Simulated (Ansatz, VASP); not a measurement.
Two plane-wave programs on SbP

```
Sb P
1.0
     0.00000    3.00910    3.00910
     3.00910    0.00000    3.00910
     3.00910    3.00910    0.00000
Sb P
1 1
Cartesian
  0.0000 0.0000 0.0000
  1.5045 1.5045 1.5045
```

The cell comes from a database or a generator and needn't be the stable form of this composition.

Alike in both runs: task single point; functional LDA; k mesh 6 × 6 × 6; occupations gaussian, width 0.05 eV; no spin polarisation.

|  | VASP | Ansatz |
| --- | --- | --- |
| version | VASP 6.6.1 | Ansatz 0.2.0 |
| potentials or method | VASP PAW LDA potentials, release 64 (Sb, P) | scalar-relativistic, plane waves, PAW |
| plane-wave cutoff (eV) | 520 | 420 |
| valence electrons in the cell | 10 | 20 |

Ansatz gave:

```
gap on the k mesh at the Fermi level (eV) : none
pressure (GPa)                            : 5.3
```

Q: What did VASP give for the same quantities?

A: gap on the k mesh at the Fermi level (eV): none; pressure (GPa): 5.6.

A gap of «none» marks a metal or a gap that the smearing closes. The two sets of potentials don't hold the same shells in valence.

The runs have no spin-orbit coupling, so splittings on Sb are missing.
